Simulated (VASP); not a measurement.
Method: PBEsol GGA, VASP's PBE PAW potentials (set 64) (plane waves; VASP 6.6.1).

The input files of a VASP run:

File POSCAR:
```
FePt
1
    2.6858778036     0.0000000000     0.0000000000
    0.0000000000     2.6858778036     0.0000000000
    0.0000000000     0.0000000000     3.7129745308
Fe Pt
1 1
Direct
  0.0000000000   1.0000000000   0.0000000000
  0.5000000000   0.5000000000   0.5000000000
```

INCAR:
```
ISPIN = 2
LASPH = .True.   # aspherical one-centre terms
ISMEAR = 1   # Methfessel-Paxton
GGA = PS   # PBEsol
ALGO = Normal
EDIFF = 1E-6
IBRION = 2
LWAVE = .False.
LCHARG = .False.
LMAXMIX = 6
PREC = Accurate
EDIFFG = -0.01   # ionic stop
NSW = 60   # most ionic steps
SIGMA = 0.1   # width (eV)
LORBIT = 10
MAGMOM = 2.9 0.3
ISIF = 3
NELM = 100
SYSTEM = FePt
LREAL = .False.
ENCUT = 400
```

**KPOINTS**
```
Automatic mesh
0
Gamma
12 12 9
0 0 0
```

POTCAR, in this order: Fe Pt (PBE.64 set). Program: vasp_std.

What VASP printed:

OSZICAR:
```
       N       E                     dE             d eps       ncg     rms          rms(c)
DAV:   1     0.763032561240E+02    0.76303E+02   -0.74024E+03  8831   0.109E+03
DAV:   2    -0.153483877028E+02   -0.91652E+02   -0.82069E+02  8666   0.231E+02
DAV:   3    -0.179137888037E+02   -0.25654E+01   -0.24974E+01 10717   0.469E+01
DAV:   4    -0.179412010730E+02   -0.27412E-01   -0.27398E-01  9456   0.419E+00
DAV:   5    -0.179419402374E+02   -0.73916E-03   -0.73915E-03 11352   0.782E-01    0.181E+01
DAV:   6    -0.189072376829E+02   -0.96530E+00   -0.14072E+01  9085   0.841E+01    0.232E+01
DAV:   7    -0.164604045466E+02    0.24468E+01   -0.10799E+01 10760   0.831E+01    0.914E+00
DAV:   8    -0.163756830588E+02    0.84721E-01   -0.52712E-01 10221   0.111E+01    0.458E+00
DAV:   9    -0.163006725332E+02    0.75011E-01   -0.16564E-01 12066   0.826E+00    0.191E+00
DAV:  10    -0.162889466891E+02    0.11726E-01   -0.33944E-02 12862   0.355E+00    0.781E-01
DAV:  11    -0.162886295309E+02    0.31716E-03   -0.45946E-03 11456   0.113E+00    0.323E-01
DAV:  12    -0.162887146662E+02   -0.85135E-04   -0.49404E-04 11448   0.335E-01    0.971E-02
DAV:  13    -0.162887345571E+02   -0.19891E-04   -0.88624E-05 10561   0.113E-01    0.428E-02
DAV:  14    -0.162887246868E+02    0.98703E-05   -0.12377E-05 11610   0.741E-02    0.125E-02
DAV:  15    -0.162887244208E+02    0.26605E-06   -0.94457E-07  5297   0.207E-02
   1 F= -.16288724E+02 E0= -.16288651E+02  d E =-.162887E+02  mag=     3.1992
```

File OUTCAR:
```
------------------------ aborting loop because EDIFF is reached ----------------------------------------
  FORCE on cell =-STRESS in cart. coord.  units (eV):
  Direction    XX          YY          ZZ          XY          YZ          ZX
  --------------------------------------------------------------------------------------
  Total       -0.0070373     -0.0070373     -0.0043335      0.0000000     -0.0000000      0.0000000
  in kB       -0.4209394     -0.4209394     -0.2592122      0.0000000     -0.0000000      0.0000000
  external PRESSURE =      -0.3670303 kB  Pullay stress =       0.0000000 kB
  volume of cell :       26.79
      direct lattice vectors                 reciprocal lattice vectors
     2.685877804  0.000000000  0.000000000     0.372317757  0.000000000  0.000000000
     0.000000000  2.685877804  0.000000000     0.000000000  0.372317757  0.000000000
     0.000000000  0.000000000  3.712974531     0.000000000  0.000000000  0.269325844
 POSITION                                       TOTAL-FORCE (eV/Angst)
 -----------------------------------------------------------------------------------
      0.00000      0.00000      0.00000         0.000000      0.000000      0.000000
      1.34294      1.34294      1.85649         0.000000      0.000000      0.000000
 -----------------------------------------------------------------------------------
    total drift:                                0.000000     -0.000000     -0.000000
  FREE ENERGIE OF THE ION-ELECTRON SYSTEM (eV)
  ---------------------------------------------------
  free  energy   TOTEN  =       -16.2887244208 eV

  energy  without entropy=      -16.2885040675  energy(sigma->0) =      -16.28865097

 total charge

# of ion       s       p       d       tot
------------------------------------------
    1        0.423   0.479   6.150   7.052
    2        0.724   0.705   8.063   9.492
--------------------------------------------------
tot          1.147   1.184  14.213  16.544

 magnetization (x)

# of ion       s       p       d       tot
------------------------------------------
    1        0.003  -0.007   2.855   2.851
    2       -0.025  -0.066   0.404   0.313
--------------------------------------------------
tot         -0.022  -0.073   3.259   3.164

 reached required accuracy - stopping structural energy minimisation
```
(Selected blocks of OUTCAR.)

OUTCAR:
```
 val. band max:        8.9048712495   @ k =   0.3333   0.1667   0.2222

 cond. band min:       8.9067260183   @ k =   0.3333   0.1667   0.0000


 Fermi energy:         8.9051773149

 spin component 1

 k-point     1 :       0.0000    0.0000    0.0000
  band No.  band energies     occupation
      1      -0.9651      1.00000
      2       2.3489      1.00000
      3       2.4951      1.00000
      4       5.4710      1.00000
      5       5.4710      1.00000
      6       5.9735      1.00000
      7       6.9360      1.00000
      8       7.0577      1.00000
      9       8.5061      1.00000
     10       8.6519      1.00100
     11       8.6519      1.00100
     12      11.0122      0.00000
     13      18.8257      0.00000
     14      20.9068      0.00000
     15      20.9068      0.00000

 k-point     2 :       0.0833    0.0000    0.0000
  band No.  band energies     occupation
      1      -0.7769      1.00000
      2       2.4515      1.00000
      3       2.6265      1.00000
      4       5.3847      1.00000
      5       5.5255      1.00000
      6       6.0249      1.00000
      7       6.8877      1.00000
      8       7.0576      1.00000
      9       8.0341      1.00000
     10       8.3319      1.00000
     11       8.6026      1.00008
     12      11.8081      0.00000
     13      18.6626      0.00000
     14      20.0176      0.00000
     15      21.2579      0.00000

 k-point     3 :       0.1667    0.0000    0.0000
  band No.  band energies     occupation
      1      -0.2426      1.00000
      2       2.6849      1.00000
      3       3.0592      1.00000
      4       5.1357      1.00000
      5       5.6851      1.00000
      6       6.1272      1.00000
      7       6.7570      1.00000
      8       7.0750      1.00000
      9       7.1068      1.00000
     10       7.8909      1.00000
     11       8.4566      1.00000
     12      13.3150      0.00000
     13      17.4131      0.00000
...
```

Unless said otherwise, spin-orbit coupling is left out, though it shifts the bands of the heavy elements here.

The compound is FePt in the L1_0 structure. It was relaxed first. The start is the result of an earlier pass.
